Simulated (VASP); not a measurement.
An input for Quantum ESPRESSO's pw.x (written as the equivalent of a VASP run, and not itself run):

```
&CONTROL
  calculation = 'vc-relax'
  pseudo_dir = './pseudo'
  outdir = './out'
  tprnfor = .true.
  tstress = .true.
  nstep = 40
  forc_conv_thr = 0.00078
/
&SYSTEM
  ibrav = 0
  nat = 8
  ntyp = 2
  ecutwfc = 96
  occupations = 'smearing'
  smearing = 'methfessel-paxton'
  degauss = 0.00735
  input_dft = 'pbe'
  nspin = 2
  starting_magnetization(1) = 0.11
/
&ELECTRONS
  conv_thr = 7.3e-08
  electron_maxstep = 100
/
&IONS
/
&CELL
  press = 50
/
ATOMIC_SPECIES
  Mn 54.938 Mn.upf
  Si 28.085 Si.upf
CELL_PARAMETERS angstrom
     4.4832858    0.0000000    0.0000000
    -0.0000000    4.4832858    0.0000000
     0.0000000    0.0000000    4.4832858
ATOMIC_POSITIONS crystal
  Mn   0.8627690  0.6372310  0.3627690
  Mn   0.3627690  0.8627690  0.6372310
  Mn   0.1372310  0.1372310  0.1372310
  Mn   0.6372310  0.3627690  0.8627690
  Si   0.1545860  0.3454140  0.6545860
  Si   0.6545860  0.1545860  0.3454140
  Si   0.8454140  0.8454140  0.8454140
  Si   0.3454140  0.6545860  0.1545860
K_POINTS automatic
  7 7 7 0 0 0
```

Translate this input to VASP (INCAR, KPOINTS, POSCAR, choice of POTCAR).

Several could match; the one computed here: 
File KPOINTS:
```
Automatic mesh
0
Gamma
7 7 7
0 0 0
```

File POSCAR:
```
MnSi
1.0
  4.4832857801   0.0000000000   0.0000000000
  0.0000000000   4.4832857801   0.0000000000
  0.0000000000   0.0000000000   4.4832857801
Mn Si
4 4
direct
  0.8627690496   0.6372309504   0.3627690496
  0.3627690496   0.8627690496   0.6372309504
  0.1372309504   0.1372309504   0.1372309504
  0.6372309504   0.3627690496   0.8627690496
  0.1545860347   0.3454139653   0.6545860347
  0.6545860347   0.1545860347   0.3454139653
  0.8454139653   0.8454139653   0.8454139653
  0.3454139653   0.6545860347   0.1545860347
```

**INCAR**
```
ALGO=Normal
EDIFF=1E-6
EDIFFG=-0.02
ENCUT=500
GGA=PE
IBRION=2
ISIF=3
ISMEAR=1
ISPIN=2
LASPH=.TRUE.
LCHARG=.FALSE.
LMAXMIX=4
LORBIT=10
LREAL=.FALSE.
LWAVE=.FALSE.
MAGMOM=1.1 1.1 1.1 1.1 -0.0 -0.0 -0.0 -0.0
NELM=100
NSW=40
PREC=Accurate
PSTRESS=50
SIGMA=0.1
SYSTEM=MnSi
```

POTCAR, in this order: Mn_pv Si (PBE.64 set). Program: vasp_std.

The two are equivalent in intent, not identical: the potentials are each code's own (VASP's PAW set, PseudoDojo norm-conserving files in pw.x), so ENCUT and ecutwfc are chosen apart and not converted; conv_thr bounds pw.x's estimated SCF error, while EDIFF bounds the energy change between steps; starting_magnetization is a fraction of the valence charge and MAGMOM a moment in μB, so they match only roughly; forc_conv_thr acts on force components and is met together with etot_conv_thr.

The compound is MnSi in the B20 structure. It was relaxed first under an external pressure of 5 GPa.
